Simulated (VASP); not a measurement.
Level of theory: SCAN meta-GGA, VASP's PBE PAW potentials (set 64) (plane waves; VASP 6.6.1).

VASP input:

### POSCAR
```
ZnS
1
    3.7908161817     0.0000000000    -0.0000000000
   -1.8954080908     3.2829428112     0.0000000000
    0.0000000000     0.0000000000     6.2137968462
Zn S
2 2
Direct
  0.3333330000   0.6666670000   0.9999291303
  0.6666670000   0.3333330000   0.4999291303
  0.3333330000   0.6666670000   0.3748708697
  0.6666670000   0.3333330000   0.8748708697
```

INCAR:
```
SYSTEM = ZnS
PREC = Accurate
ENCUT = 400
EDIFF = 1E-7
NELM = 100
ALGO = Normal
LREAL = .FALSE.
LASPH = .TRUE.
ISMEAR = 0
SIGMA = 0.01
METAGGA = SCAN
LMIXTAU = .TRUE.
LMAXMIX = 4
LWAVE = .FALSE.
LCHARG = .FALSE.
LOPTICS = .TRUE.
LPEAD = .TRUE.
NBANDS = 66
NEDOS = 1001
CSHIFT = 0.1
```

KPOINTS:
```
Automatic
0
G
  9 9 5
```

POTCAR, in this order: Zn S (PBE.64 set). Program: vasp_std.

The resulting files:

### OSZICAR
```
       N       E                     dE             d eps       ncg     rms          rms(c)
DAV:   1     0.238434496377E+03    0.23843E+03   -0.10284E+04  5272   0.565E+02
DAV:   2    -0.158658446332E+02   -0.25430E+03   -0.21471E+03  4848   0.182E+02
DAV:   3    -0.548839330782E+02   -0.39018E+02   -0.37583E+02  5546   0.632E+01
DAV:   4    -0.559738335813E+02   -0.10899E+01   -0.10871E+01  5534   0.114E+01
DAV:   5    -0.559776675338E+02   -0.38340E-02   -0.38337E-02  5416   0.668E-01    0.109E+01
DAV:   6    -0.519146122997E+02    0.40631E+01   -0.91113E-01  5520   0.171E+01    0.874E+00
DAV:   7    -0.493630050691E+02    0.25516E+01   -0.64800E-01  5186   0.465E+00    0.463E+00
DAV:   8    -0.499175978469E+02   -0.55459E+00   -0.19975E-01  5022   0.187E+00    0.155E+00
DAV:   9    -0.499329607215E+02   -0.15363E-01   -0.56384E-02  4964   0.949E-01    0.117E+00
DAV:  10    -0.498707602949E+02    0.62200E-01   -0.90368E-02  4818   0.121E+00    0.101E+00
DAV:  11    -0.499662932410E+02   -0.95533E-01   -0.49829E-02  4818   0.950E-01    0.145E-01
DAV:  12    -0.499732624265E+02   -0.69692E-02   -0.11954E-03  5398   0.134E-01    0.100E-01
DAV:  13    -0.499760451409E+02   -0.27827E-02   -0.68457E-04  4974   0.111E-01    0.819E-02
DAV:  14    -0.499758891488E+02    0.15599E-03   -0.36863E-04  4880   0.738E-02    0.384E-02
DAV:  15    -0.499767528126E+02   -0.86366E-03   -0.18430E-04  4902   0.568E-02    0.331E-02
DAV:  16    -0.499768015042E+02   -0.48692E-04   -0.15353E-05  5608   0.148E-02    0.257E-02
DAV:  17    -0.499767999694E+02    0.15348E-05   -0.30680E-07  5368   0.155E-03    0.258E-02
DAV:  18    -0.499768206620E+02   -0.20693E-04   -0.16930E-05  4832   0.197E-02    0.211E-02
DAV:  19    -0.499768436430E+02   -0.22981E-04   -0.30447E-06  4876   0.722E-03    0.392E-02
DAV:  20    -0.499767886770E+02    0.54966E-04   -0.50957E-06  4838   0.123E-02    0.271E-02
DAV:  21    -0.499767934398E+02   -0.47628E-05   -0.61459E-07  5238   0.311E-03    0.246E-02
DAV:  22    -0.499767892959E+02    0.41438E-05   -0.12307E-07  5190   0.168E-03    0.197E-02
DAV:  23    -0.499767801609E+02    0.91351E-05   -0.20235E-07  4870   0.177E-03    0.116E-02
DAV:  24    -0.499767792813E+02    0.87953E-06   -0.40807E-08  4446   0.952E-04    0.867E-03
DAV:  25    -0.499767797320E+02   -0.45066E-06   -0.23086E-08  4298   0.620E-04    0.418E-03
DAV:  26    -0.499767800473E+02   -0.31526E-06   -0.16087E-08  3848   0.802E-04    0.123E-03
DAV:  27    -0.499767801506E+02   -0.10339E-06   -0.42338E-09  2514   0.209E-04    0.202E-03
DAV:  28    -0.499767802202E+02   -0.69569E-07   -0.16000E-09  2508   0.215E-04
   1 F= -.49976780E+02 E0= -.49976780E+02  d E =-.260303E-30
 imaginary and real dielectric function
```

**OUTCAR**
```
------------------------ aborting loop because EDIFF is reached ----------------------------------------
  FORCE on cell =-STRESS in cart. coord.  units (eV):
  Direction    XX          YY          ZZ          XY          YZ          ZX
  --------------------------------------------------------------------------------------
  Total       -0.0647974     -0.0647974      0.0333394     -0.0000000     -0.0000000      0.0000000
  in kB       -1.3425031     -1.3425029      0.6907407     -0.0000000     -0.0000000      0.0000000
  external PRESSURE =      -0.6647551 kB  Pullay stress =       0.0000000 kB
  volume of cell :       77.33
      direct lattice vectors                 reciprocal lattice vectors
     3.790816182  0.000000000  0.000000000     0.263795434  0.152302379  0.000000000
    -1.895408091  3.282942811  0.000000000     0.000000000  0.304604758  0.000000000
     0.000000000  0.000000000  6.213796846     0.000000000  0.000000000  0.160932201
  FREE ENERGIE OF THE ION-ELECTRON SYSTEM (eV)
  ---------------------------------------------------
  free  energy   TOTEN  =       -49.9767802202 eV

  energy  without entropy=      -49.9767802202  energy(sigma->0) =      -49.97678022

 plasma frequency squared (from intraband transitions) (eV^2)
  --------------------------------------------------------------------------------------
       0.000       0.000       0.000
       0.000       0.000       0.000
       0.000       0.000       0.000

 plasma frequency squared (from interband transitions, int dw w eps(2)(w)) (eV^2)
  --------------------------------------------------------------------------------------
     343.059       0.000       0.000       0.000      -0.000      -0.000
       0.000      -0.000     343.059       0.000       0.000       0.000
      -0.000       0.000       0.000      -0.000     342.882       0.000
```
(Selected blocks of OUTCAR.)

The dielectric response may not be converged in the k-mesh; for small gaps it tends to come out too large.

The structure comes from a measured ZnS entry (P6_3mc) of the Crystallography Open Database, whose conditions weren't checked. It was relaxed first.
